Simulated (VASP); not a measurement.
## A VASP study of YB6 (r2SCAN): structure first, properties next

Wanted: the relaxed cell of YB6 and its properties. The steps: full relaxation (r2SCAN), density, ELF and potential (r2SCAN), band structure (r2SCAN), density of states (r2SCAN), zone-centre phonons (r2SCAN), volume scan with r2SCAN, fit for r2SCAN and self-consistent run (r2SCAN), changed input. The start is a computed cell from the Materials Project.

Calculated with VASP 6.6.1; r2SCAN; plane waves and PAW (Y_sv, B).

This is a report of a sequence of runs, with most program output left out.

## (1) Set-up

Before any relaxation, the start is as follows. The structure is cubic, space group Pm-3m (No. 221). The conventional cell has a = 4.090 Å, b = 4.090 Å, c = 4.090 Å, α = 90.00°, β = 90.00°, γ = 90.00°. Nearest to Y lie 24 B at 3.00 Å. Nearest to B lie 6 B at 1.63 to 2.46 Å and 4 Y at 3.00 Å. Farther neighbours are not listed.

## (2) Full relaxation (r2SCAN)

The start need not lie at this functional's minimum. ISIF = 3 frees volume, shape and positions, and EDIFFG sets the threshold on forces and stress at which the search stops. r2SCAN adds the kinetic-energy density, costs more than a GGA and is run with LASPH.

File INCAR:

```
SYSTEM = YB6
PREC = Accurate
ENCUT = 420
EDIFF = 1E-06
NELM = 100
ISMEAR = 0
SIGMA = 0.05
LREAL = .FALSE.
ALGO = Normal
METAGGA = R2SCAN
LASPH = .TRUE.
NBANDS = 21
LORBIT = 11
LWAVE = .FALSE.
LCHARG = .FALSE.
KPAR = 4
IBRION = 2
NSW = 60
ISIF = 3
EDIFFG = -0.01
```

File POSCAR:

```
YB6
1.0
    4.0897680800      0.0000000000      0.0000000000
    0.0000000000      4.0897680800      0.0000000000
    0.0000000000      0.0000000000      4.0897680800
Y B
1 6
Direct
    0.0000000000      0.0000000000      0.0000000000
    0.8011341200      0.5000000000      0.5000000000
    0.1988658800      0.5000000000      0.5000000000
    0.5000000000      0.5000000000      0.8011341200
    0.5000000000      0.5000000000      0.1988658800
    0.5000000000      0.1988658800      0.5000000000
    0.5000000000      0.8011341200      0.5000000000
```

File KPOINTS:

```
Automatic mesh
0
Gamma
6 6 6
0 0 0
```

Potentials, in the order of the species: Y_sv and B (PBE family, release 64).

Run with:

```sh
$ mpirun -np 4 vasp_std
```

It took 76 s on 4 MPI ranks of Intel Xeon Platinum 8488C (Sapphire Rapids), shared host; peak memory 0.69 GiB; 5 min of CPU time.

This run has no spin polarisation. Its electron count is odd, so without a moment it is a metal by construction. The PAW data sets were made with PBE, which is usual practice but a small mismatch for other functionals. The run keeps the 48 symmetry operations of its start, so it cannot find a distortion of lower symmetry.

Little changed from the start: no atom moved by 0.005 Å and no cell edge by 0.1 %.

This step gave:

```yaml
electrons: 29
bands: 21
irreducible_k_points: 20
symmetry_operations: 48
free_energy_toten: -67.5864 eV
energy_at_zero_smearing: -67.5857 eV
fermi_energy: 6.801 eV
pressure: 0.08001 GPa
metallic: yes
scf_cycles_over_all_ionic_steps: 25
```

It ends with a largest force of 0.007 eV/Å and a pressure of 0.08 GPa.

## (3) Density, ELF and potential (r2SCAN)

The relaxed cell gets a fresh self-consistent run, on a basis set for its own volume, to fix the density and to check the remaining stress.

Edit INCAR of step 2 so:

```diff
@@ -14,7 +14,5 @@
 LWAVE = .FALSE.
-LCHARG = .FALSE.
-KPAR = 4
-IBRION = 2
-NSW = 60
-ISIF = 3
-EDIFFG = -0.01
+LCHARG = .TRUE.
+ISIF = 2
+LELF = .TRUE.
+LVHAR = .TRUE.
```

File POSCAR:

```
YB6
1.0
    4.0905700020      0.0000000000      0.0000000000
    0.0000000000      4.0905700020      0.0000000000
    0.0000000000      0.0000000000      4.0905700020
Y B
1 6
Direct
    0.0000000000      0.0000000000      0.0000000000
    0.8010236738      0.5000000000      0.5000000000
    0.1989763262      0.5000000000      0.5000000000
    0.5000000000      0.5000000000      0.8010236738
    0.5000000000      0.5000000000      0.1989763262
    0.5000000000      0.1989763262      0.5000000000
    0.5000000000      0.8010236738      0.5000000000
```

KPOINTS is that of step 2.

Run with:

```sh
$ mpirun -np 4 vasp_std
```

Wall time 34 s (4 MPI ranks); peak memory 0.54 GiB.

This step gave:

```yaml
scf_cycles: 14
bands: 24
pressure: 0.08103 GPa
```

Valence electrons inside each PAW sphere by angular momentum. Sphere charges, by row:

```csv
atom,s (e),p (e),d (e),f (e),tot (e)
Y1,2.092,6.179,0.854,0.055,9.181
B2,0.716,1.401,0,0,2.117
B3,0.716,1.401,0,0,2.117
B4,0.716,1.401,0,0,2.117
B5,0.716,1.401,0,0,2.117
B6,0.716,1.401,0,0,2.117
B7,0.716,1.401,0,0,2.117
```

Electrostatic potential energy in the ac plane at fractional y = 0.500, with atoms of B within 0.2 Å of it. With pseudopotentials it is smooth inside the atoms' cores, unlike the true potential.

Values in eV, 14 rows by 14 columns, each cell a mean:
```
  1   1   1   1  -2  -9 -23 -25 -18  -6  -1   1   1   1
  1   1   1   0  -5 -21 -25 -17 -28 -16  -2   0   1   1
  1   1   0  -1  -8 -27 -13   1 -24 -21  -3  -1   0   1
  0  -1  -2  -3  -7 -23 -26 -18 -29 -17  -5  -3  -2  -1
 -4  -8 -19 -21 -14 -11 -21 -24 -17 -10 -17 -21 -16  -6
 -8 -23 -26 -25 -27 -13  -8  -8  -8 -17 -29 -24 -28 -18
-13 -28  -6   1 -29 -18  -6  -5  -8 -24 -18   1 -17 -25
-11 -27 -18 -14 -29 -16  -6  -6  -8 -21 -26 -13 -25 -23
 -4 -12 -25 -27 -18 -10 -16 -18 -13 -11 -23 -27 -21  -9
 -1  -3  -7  -8  -8 -18 -29 -29 -27 -14  -7  -8  -5  -2
  1   1  -1  -2  -8 -27 -14   1 -25 -21  -3  -1   0   1
  1   1   1  -1  -7 -25 -18  -6 -26 -19  -2   0   1   1
  1   1   1   1  -3 -12 -27 -28 -23  -8  -1   1   1   1
  1   1   1   1  -1  -4 -11 -13  -8  -4   0   1   1   1
```
Columns run along a (4.1 Å; values clipped at the 3rd and 97th percentile), rows up along c (4.1 Å). Atoms in or near the plane, at fractional coordinates: B at (0.80, 0.50), B at (0.20, 0.50), B at (0.50, 0.80), B at (0.50, 0.20).

Valence density in the ac plane at fractional y = 0.500, with atoms of B within 0.2 Å of it. It is the smooth field of the valence electrons, not physical close to the nuclei.

Ten even steps from '_' (0.1 e/Å³) to '@' (1.1 e/Å³), each cell a mean:
```
______..::++%%@@##==::______
______..--++**##**==::..____
____..::==++==--++++--::..__
..::::--++##****##**==--::::
======++############**++====
####++**####**++**####++**##
@@@@++==##**++==++##**--##@@
%%%%++++####++++**##**==**%%
++++++**######**######++++++
::::--==**##########++==--::
......::==**++==**++--::....
______..--++++++++==::..____
______..::++%%@@##==::______
______..::++%%@@##==..______
```
Columns run along a (4.1 Å), rows up along c (4.1 Å). Atoms in or near the plane, at fractional coordinates: B at (0.80, 0.50), B at (0.20, 0.50), B at (0.50, 0.80), B at (0.50, 0.20).

ELF in the ac plane at fractional y = 0.500, with atoms of B within 0.2 Å of it. It is the smooth field of the valence electrons, not physical close to the nuclei.

Ten even steps from '_' (0.02) to '@' (0.94), each cell a mean:
```
__..::--**%%%%%%%%##++--....
....::==++++----==++++--::..
----==++**==____::++**++----
++++++**%%**::..==####**++++
%%##++++%%##++==**####++++##
@@##::::++**==--++**==::==%%
@@%%____::==--::--==..__--%%
@@%%..__==++----==++::__--%%
%%##==++####++==**##**==++%%
##**++##%%##==::++%%%%**++**
----==**##++____::++**++==--
::::--==++==..__::++++==::::
__..::--**##%%%%####++--....
____::--##%%@@@@@@%%++--..__
```
Columns run along a (4.1 Å), rows up along c (4.1 Å). Atoms in or near the plane, at fractional coordinates: B at (0.80, 0.50), B at (0.20, 0.50), B at (0.50, 0.80), B at (0.50, 0.20).

In this run the pressure is 0.08 GPa, small enough to go on.

## (4) Band structure (r2SCAN)

Levels along the symmetry lines show where the bands peak and cross; KPOINTS_OPT computes them in the converged potential.

File INCAR:

```
SYSTEM = YB6
PREC = Accurate
ENCUT = 420
EDIFF = 1E-06
NELM = 100
ISMEAR = 0
SIGMA = 0.05
LREAL = .FALSE.
ALGO = Normal
METAGGA = R2SCAN
LASPH = .TRUE.
NBANDS = 32
LORBIT = 11
LWAVE = .FALSE.
LCHARG = .FALSE.
KPAR = 4
```

POSCAR is that of step 3.

KPOINTS is that of step 3.

File KPOINTS_OPT:

```
Line mode
12
Line-mode
Reciprocal
  0.00000000   0.00000000   0.00000000 GAMMA
  0.00000000   0.50000000   0.00000000 X

  0.00000000   0.50000000   0.00000000 X
  0.50000000   0.50000000   0.00000000 M

  0.50000000   0.50000000   0.00000000 M
  0.00000000   0.00000000   0.00000000 GAMMA

  0.00000000   0.00000000   0.00000000 GAMMA
  0.50000000   0.50000000   0.50000000 R

  0.50000000   0.50000000   0.50000000 R
  0.00000000   0.50000000   0.00000000 X

  0.50000000   0.50000000   0.00000000 M
  0.50000000   0.50000000   0.50000000 R
```

Run with:

```sh
$ mpirun -np 4 vasp_std
```

Wall time 64 s (4 MPI ranks); peak memory 0.78 GiB.

Numbers from this step:

```yaml
bands: 32
pressure: 0.08508 GPa
```

Electronic bands along the path, in eV, zero at the Fermi level; # counts the bands kept:

```
          point     #5     #6     #7     #8     #9   #10   #11   #12
              Γ  -7.75  -2.19  -2.19  -2.19   1.02  1.02  1.02  1.05
0.55 of the way  -5.16  -3.59  -3.59  -1.86  -1.77  1.68  1.69  1.69
              X  -4.29  -4.29  -3.70  -2.73  -1.53  1.20  1.20  1.60
0.55 of the way  -4.81  -4.71  -3.71  -3.46  -0.73  1.32  2.43  2.82
              M  -4.97  -4.97  -3.31  -3.31   1.54  1.54  1.92  2.32
0.55 of the way  -5.30  -4.68  -3.83  -2.69  -0.06  0.03  1.91  2.11
              Γ  -7.75  -2.19  -2.19  -2.19   1.02  1.02  1.02  1.05
0.45 of the way  -5.17  -4.75  -4.75  -3.80   1.00  1.00  2.31  2.32
              R  -6.39  -2.81  -2.81  -2.81   2.84  2.84  2.99  3.24
0.45 of the way  -5.77  -4.28  -4.20  -3.08   0.96  2.16  2.42  2.57
              X  -4.29  -4.29  -3.70  -2.73  -1.53  1.20  1.20  1.60
      jump to M  -4.97  -4.97  -3.31  -3.31   1.54  1.54  1.92  2.32
0.45 of the way  -5.72  -4.95  -2.98  -2.98   2.26  2.48  2.48  2.52
              R  -6.39  -2.81  -2.81  -2.81   2.84  2.84  2.99  3.24
```

The largest weight of each band there:

```
point      #5      #6      #7      #8      #9     #10     #11     #12
    Γ  B 0.92  B 0.79  B 0.79  B 0.79  B 0.92  B 0.92  B 0.92  Y 0.81
    X  B 0.89  B 0.89  B 0.97  Y 0.66  B 0.97  Y 0.63  Y 0.63  Y 1.00
    M  B 0.78  B 0.78  B 0.99  B 0.99  B 0.67  B 0.67  Y 0.93  Y 0.93
    Γ  B 0.92  B 0.79  B 0.79  B 0.79  B 0.92  B 0.92  B 0.92  Y 0.81
    R  B 0.80  B 1.00  B 1.00  B 1.00  Y 1.00  Y 1.00  Y 1.00  Y 0.89
    X  B 0.89  B 0.89  B 0.97  Y 0.66  B 0.97  Y 0.63  Y 0.63  Y 1.00
```

There is no gap at this level.

Of the bands kept, 1 crosses the Fermi level on this path.

## (5) Density of states (r2SCAN)

A density of states needs more k-points than a total energy; ISMEAR = -5 takes tetrahedra, and LORBIT projects the states on the PAW spheres. The mesh is finer than in the run before.

Edit INCAR of step 4 so:

```diff
@@ -5,3 +5,3 @@
 NELM = 100
-ISMEAR = 0
+ISMEAR = -5
 SIGMA = 0.05
@@ -16 +16,2 @@
 KPAR = 4
+NEDOS = 2001
```

POSCAR is that of step 4.

File KPOINTS:

```
Automatic mesh
0
Gamma
8 8 8
0 0 0
```

Run with:

```sh
$ mpirun -np 4 vasp_std
```

Run time: 59 s. Hardware: 4 MPI ranks; peak memory 0.77 GiB.

With tetrahedra the forces and stress of a metal are not exact derivatives of the energy.

This step gave:

- SCF cycles: 15
- irreducible k-points: 35
- free energy (TOTEN): -67.6024 eV
- Fermi energy: 6.789 eV
- pressure: 0.07443 GPa
- DOS at the Fermi level: 0.8080 states/eV/cell

The density of states has structure finer than the step of the table below, so its rows give means over 0.5 eV, whole bins alone (the curve runs from -12.0 to 2.88 eV). Peaks (eV: height): total -5.03: 4.49, -3.95: 3.67, 2.35: 6.05, 2.81: 5.28; B p -10.92: 0.704, -5.90: 1.40, -5.03: 2.27, -3.42: 2.40; Y d 2.35: 3.94, 2.81: 3.03; B s -11.19: 1.44, -10.92: 1.51, -10.39: 0.956, -5.03: 0.385; Y p -11.26: 0.0847, -10.99: 0.0779, -6.23: 0.104, -5.90: 0.125.

States under -12.0 eV and over 2.9 eV are left out. The density of states by energy, zero at the Fermi level; means over each step; values in states/eV/cell:

| energy (eV) | total | B p | Y d | B s | Y p | Y s |
| --- | --- | --- | --- | --- | --- | --- |
| -11.5 | 1.73 | 0.315 | 0.0114 | 0.695 | 0.0340 | 0.0291 |
| -11.0 | 2.90 | 0.552 | 0.0398 | 1.20 | 0.0619 | 0.0237 |
| -10.5 | 1.80 | 0.405 | 0.0250 | 0.706 | 0.0447 | 0.00706 |
| -10.0 | 1.37 | 0.367 | 0.0214 | 0.493 | 0.0314 | 0.00403 |
| -9.5 | 1.52 | 0.445 | 0.0282 | 0.519 | 0.0304 | 0.00201 |
| -9.0 | 1.26 | 0.418 | 0.0296 | 0.395 | 0.0170 | 5.1e-4 |
| -8.5 | 1.18 | 0.432 | 0.0305 | 0.332 | 0.0130 | 0.00117 |
| -8.0 | 0.837 | 0.380 | 0.0201 | 0.164 | 0.0158 | 0.00208 |
| -7.5 | 0.992 | 0.449 | 0.0280 | 0.186 | 0.0134 | 0.00398 |
| -7.0 | 1.25 | 0.553 | 0.0402 | 0.208 | 0.0129 | 0.0120 |
| -6.5 | 2.35 | 1.04 | 0.0774 | 0.266 | 0.0457 | 0.0361 |
| -6.0 | 2.73 | 1.24 | 0.0930 | 0.217 | 0.103 | 0.0231 |
| -5.5 | 1.46 | 0.696 | 0.0650 | 0.102 | 0.0463 | 0.00530 |
| -5.0 | 3.29 | 1.64 | 0.164 | 0.241 | 0.0567 | 0.0106 |
| -4.5 | 2.35 | 1.19 | 0.120 | 0.121 | 0.0500 | 0.00465 |
| -4.0 | 2.72 | 1.57 | 0.123 | 0.114 | 0.0299 | 0.00395 |
| -3.5 | 3.38 | 2.19 | 0.0842 | 0.124 | 0.0211 | 0.00642 |
| -3.0 | 1.64 | 1.06 | 0.0444 | 0.0390 | 0.0113 | 0.00341 |
| -2.5 | 0.823 | 0.421 | 0.0530 | 0.0180 | 0.00932 | 0.00210 |
| -2.0 | 0.293 | 0.133 | 0.0368 | 0.00249 | 0.00222 | 4.2e-4 |
| -1.5 | 0.375 | 0.103 | 0.0983 | 0.00343 | 5.1e-4 | 9.6e-4 |
| -1.0 | 0.450 | 0.106 | 0.135 | 0.00616 | 8.7e-4 | 0.00187 |
| -0.5 | 0.679 | 0.156 | 0.214 | 0.0120 | 0.00236 | 0.00417 |
| 0.0 | 0.786 | 0.177 | 0.261 | 0.0147 | 0.00443 | 0.00580 |
| 0.5 | 0.956 | 0.201 | 0.338 | 0.0235 | 0.0124 | 0.00608 |
| 1.0 | 1.65 | 0.325 | 0.608 | 0.0660 | 0.0352 | 0.00681 |
| 1.5 | 2.13 | 0.392 | 0.857 | 0.105 | 0.0493 | 0.00578 |
| 2.0 | 3.85 | 0.425 | 2.22 | 0.155 | 0.0340 | 0.0335 |
| 2.5 | 4.79 | 0.453 | 3.02 | 0.179 | 0.0488 | 0.0756 |

The finer mesh and the other smearing move the Fermi level by -0.01 eV from the 6×6×6 run, a small shift, which tests the Fermi level alone. Of the states within 0.3 eV of the Fermi level, the largest shares in the PAW spheres are Y d 33 % and B p 22 %. The rest lies in smaller channels or between the spheres.

## (6) Zone-centre phonons (r2SCAN)

Zone-centre modes test whether the atoms sit at a minimum within this cell. IBRION = 6 takes the force constants from differences of forces between displaced cells, so the forces must be tight.

File INCAR:

```
SYSTEM = YB6
PREC = Accurate
ENCUT = 420
EDIFF = 1E-08
NELM = 100
ISMEAR = 1
SIGMA = 0.2
LREAL = .FALSE.
ALGO = Normal
METAGGA = R2SCAN
LASPH = .TRUE.
NBANDS = 21
LORBIT = 11
LWAVE = .FALSE.
LCHARG = .FALSE.
KPAR = 4
IBRION = 6
NFREE = 2
POTIM = 0.015
ISIF = 2
NSW = 1
```

POSCAR is that of step 5.

File KPOINTS:

```
Automatic mesh
0
Gamma
7 7 7
0 0 0
```

Run with:

```sh
$ mpirun -np 4 vasp_std
```

Elapsed: 4.3 min, on 4 MPI ranks; peak memory 1.2 GiB.

The last energy, forces, stress and levels in OUTCAR belong to the last displaced cell, not to the cell of POSCAR.

This step gave:

* bands: 21
* irreducible k-points: 20
* pressure of the cell: 0.1565 GPa
* largest force of the cell: 0.02102 eV/Å

Modes at Γ, with each element's share of the kinetic energy:

```
mode  frequency (cm⁻¹)  symmetry  Y %  B %
   1              -1.1  acoustic   59   41
   2              -1.1  acoustic   59   41
   3              -1.1  acoustic   59   41
   4             115.4       T1u   41   59
   5             115.4       T1u   41   59
   6             115.4       T1u   41   59
   7             516.6       T2u    0  100
   8             516.6       T2u    0  100
   9             516.6       T2u    0  100
  10             574.6       T1g    0  100
  11             574.6       T1g    0  100
  12             574.6       T1g    0  100
  13             707.4       T2g    0  100
  14             707.4       T2g    0  100
  15             707.4       T2g    0  100
  16             892.2       T1u    0  100
  17             892.2       T1u    0  100
  18             892.2       T1u    0  100
  19            1182.5        Eg    0  100
  20            1182.5        Eg    0  100
  21            1350.8       A1g    0  100
```

Displacements in mode 5 (115.4 cm⁻¹), the largest set to 1:
```
Y1  -0.10  0.23 -0.69
B2   0.14 -0.32  0.95
B3   0.14 -0.32  0.95
B4   0.13 -0.32  1.00
B5   0.13 -0.32  1.00
B6   0.13 -0.34  0.95
B7   0.13 -0.34  0.95
```

Displacements in mode 21 (1350.8 cm⁻¹), the largest set to 1:
```
Y1   0.00  0.00  0.00
B2  -1.00  0.00  0.00
B3   1.00  0.00  0.00
B4   0.00  0.00 -1.00
B5   0.00  0.00  1.00
B6   0.00  1.00  0.00
B7   0.00 -1.00  0.00
```

The three acoustic modes lie within 1.1 cm⁻¹ of zero, and all others are real. By the characters of their eigenvectors the optical modes sort into (cm⁻¹) Raman active: T2g 707, Eg 1182, A1g 1351; infrared active: T1u 115, T1u 892; silent: T2u 517, T1g 575. With a centre of inversion no mode is active in both.

## (7) Volume scan with r2SCAN

An equation of state needs energies on both sides of the minimum, all on one mesh and cutoff.

File INCAR:

```
SYSTEM = YB6
PREC = Accurate
ENCUT = 420
EDIFF = 1E-06
NELM = 100
ISMEAR = 0
SIGMA = 0.05
LREAL = .FALSE.
ALGO = Normal
METAGGA = R2SCAN
LASPH = .TRUE.
NBANDS = 21
LORBIT = 11
LWAVE = .FALSE.
LCHARG = .FALSE.
KPAR = 4
ISIF = 2
```

Edit POSCAR of step 6 so:

```diff
@@ -2,5 +2,5 @@
 1.0
-    4.0905700020      0.0000000000      0.0000000000
-    0.0000000000      4.0905700020      0.0000000000
-    0.0000000000      0.0000000000      4.0905700020
+    4.0070655507      0.0000000000      0.0000000000
+    0.0000000000      4.0070655507      0.0000000000
+    0.0000000000      0.0000000000      4.0070655507
 Y B
```

File KPOINTS:

```
Automatic mesh
0
Gamma
6 6 6
0 0 0
```

Run with:

```sh
$ mpirun -np 4 vasp_std
```

It took 49 s on 4 MPI ranks; peak memory 0.68 GiB; 3.2 min of CPU time.

The scan keeps the cell's shape and the fractional positions fixed.

Numbers from this step:

| Quantity | Value |
| --- | --- |
| SCF cycles | 14 |
| free energy (TOTEN) | -67.4295 eV |
| energy at zero smearing | -67.4288 eV |
| Fermi energy | 7.285 eV |
| pressure | 12.66 GPa |

Force by atom:

```
atom  x (eV/Å)  y (eV/Å)  z (eV/Å)   size
  Y1     0.000     0.000     0.000  0.000
  B2     0.266     0.000     0.000  0.266
  B3    -0.266     0.000     0.000  0.266
  B4     0.000     0.000     0.266  0.266
  B5     0.000     0.000    -0.266  0.266
  B6     0.000    -0.266     0.000  0.266
  B7     0.000     0.266     0.000  0.266
```

The pressure here is 12.66 GPa.

## (8) Volume scan with r2SCAN (run 2)

INCAR is that of step 7.

Edit POSCAR of step 7 so:

```diff
@@ -2,5 +2,5 @@
 1.0
-    4.0070655507      0.0000000000      0.0000000000
-    0.0000000000      4.0070655507      0.0000000000
-    0.0000000000      0.0000000000      4.0070655507
+    4.0352852519      0.0000000000      0.0000000000
+    0.0000000000      4.0352852519      0.0000000000
+    0.0000000000      0.0000000000      4.0352852519
 Y B
```

KPOINTS is that of step 7.

Run with:

```sh
$ mpirun -np 4 vasp_std
```

It took 30 s on 4 MPI ranks; peak memory 0.68 GiB.

This step gave:

```yaml
scf_cycles: 15
free_energy_toten: -67.5181 eV
energy_at_zero_smearing: -67.5174 eV
fermi_energy: 7.119 eV
pressure: 8.071 GPa
```

Force by atom:

```csv
atom,x (eV/Å),y (eV/Å),z (eV/Å),size
Y1,0.000,0.000,0.000,0.000
B2,0.174,0.000,0.000,0.174
B3,-0.174,0.000,0.000,0.174
B4,0.000,0.000,0.174,0.174
B5,0.000,0.000,-0.174,0.174
B6,0.000,-0.174,0.000,0.174
B7,0.000,0.174,0.000,0.174
```

The pressure falls from 12.66 to 8.07 GPa.

The run ends at a pressure of 8.07 GPa, with forces up to 0.17 eV/Å.

## (9) Volume scan with r2SCAN (run 3)

INCAR is that of step 8.

Edit POSCAR of step 8 so:

```diff
@@ -2,5 +2,5 @@
 1.0
-    4.0352852519      0.0000000000      0.0000000000
-    0.0000000000      4.0352852519      0.0000000000
-    0.0000000000      0.0000000000      4.0352852519
+    4.0631156848      0.0000000000      0.0000000000
+    0.0000000000      4.0631156848      0.0000000000
+    0.0000000000      0.0000000000      4.0631156848
 Y B
```

KPOINTS is that of step 8.

Run with:

```sh
$ mpirun -np 4 vasp_std
```

Wall time 42 s (4 MPI ranks); peak memory 0.68 GiB.

The pressure falls from 8.07 to 3.90 GPa.

The run ends at a pressure of 3.90 GPa, with forces up to 0.088 eV/Å.

## (10) Volume scan with r2SCAN (run 4)

INCAR is that of step 9.

Edit POSCAR of step 9 so:

```diff
@@ -2,5 +2,5 @@
 1.0
-    4.0631156848      0.0000000000      0.0000000000
-    0.0000000000      4.0631156848      0.0000000000
-    0.0000000000      0.0000000000      4.0631156848
+    4.0905700020      0.0000000000      0.0000000000
+    0.0000000000      4.0905700020      0.0000000000
+    0.0000000000      0.0000000000      4.0905700020
 Y B
```

KPOINTS is that of step 9.

Run with:

```sh
$ mpirun -np 4 vasp_std
```

The job ended after 34 s (4 MPI ranks; peak memory 0.69 GiB).

The pressure falls from 3.90 to 0.08 GPa.

The run ends at a pressure of 0.08 GPa, with forces up to 0.0076 eV/Å.

(Part 1 of 2 ends here.)

[Lines on the potential files, build, host, timing and source positions are cut from VASP's logs without a mark.]

[Logs are printed without paths, hosts, clocks, repeated set-up lines and the standing remarks that a program may print on its own settings, such as how far it seeks lower states.]

[Hosts, paths, dates, database ids (printed as entryN), source tags and the programs' standing remarks are cut or masked in the printed files.]

[Measured values are set beside computed ones only where the two were judged alike; some that the calculation misses by far are left out.]

[In band tables of VASP the shares of atoms and orbitals are scaled to a sum of 1 inside the atoms' spheres.]
